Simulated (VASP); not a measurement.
VASP input:

### KPOINTS
```
Automatic mesh
0
Gamma
6 6 4
0 0 0
```

File POSCAR:
```
AgI
1
    2.2940008416    -3.9733264064     0.0000000000
    2.2940008416     3.9733264064     0.0000000000
    0.0000000000     0.0000000000     7.5026705964
Ag I
2 2
Direct
  0.6666670000   0.3333330000   0.5000837864
  0.3333330000   0.6666670000   0.0000837864
  0.6666670000   0.3333330000   0.8749162136
  0.3333330000   0.6666670000   0.3749162136
```

**INCAR**
```
ALGO = Normal
EDIFF = 1E-7
ENCUT = 520
GGA = PE
ISIF = 2
ISMEAR = -5
IVDW = 13
LASPH = .TRUE.
LCHARG = .TRUE.
LEFG = .TRUE.
LMAXMIX = 4
LORBIT = 11
LREAL = .FALSE.
LWAVE = .FALSE.
NEDOS = 601
NELM = 100
PREC = Accurate
SYSTEM = AgI
```

POTCAR, in this order: Ag I (PBE.64 set). Program: vasp_std.

**Question.** Write an equivalent input for Ansatz.

**Answer.** One equivalent input (not run):
Ansatz 0.2 input:
```yaml
crystal:
  lattice:
    - [2.2940008, -3.9733264, 0.0000000]
    - [2.2940008, 3.9733264, 0.0000000]
    - [0.0000000, 0.0000000, 7.5026706]
  atoms:
    - { symbol: Ag, position: [0.6666670, 0.3333330, 0.5000838] }
    - { symbol: Ag, position: [0.3333330, 0.6666670, 0.0000838] }
    - { symbol: I, position: [0.6666670, 0.3333330, 0.8749162] }
    - { symbol: I, position: [0.3333330, 0.6666670, 0.3749162] }
kpoints:
  mp_grid: { grid: [6, 6, 4] }
hamiltonian:
  xc: pbe
  dispersion: d4
  pseudopotentials: { kind: paw }
scf:
  occupations: { method: tetrahedron }
  max_iter: 100
output: { forces: true, stress: true, eigenvalues: true }
```
Limits of the translation: each code has its own PAW files, so the cut-off isn't converted (ENCUT is set for VASP's; basis.ecutwfc is left out, and Ansatz then takes the one that its files recommend); Ansatz stops its SCF on the density residual and VASP on the energy change (EDIFF); the field gradients of LEFG aren't asked of the other code.

The compound is AgI in the wurtzite structure. It was relaxed first.
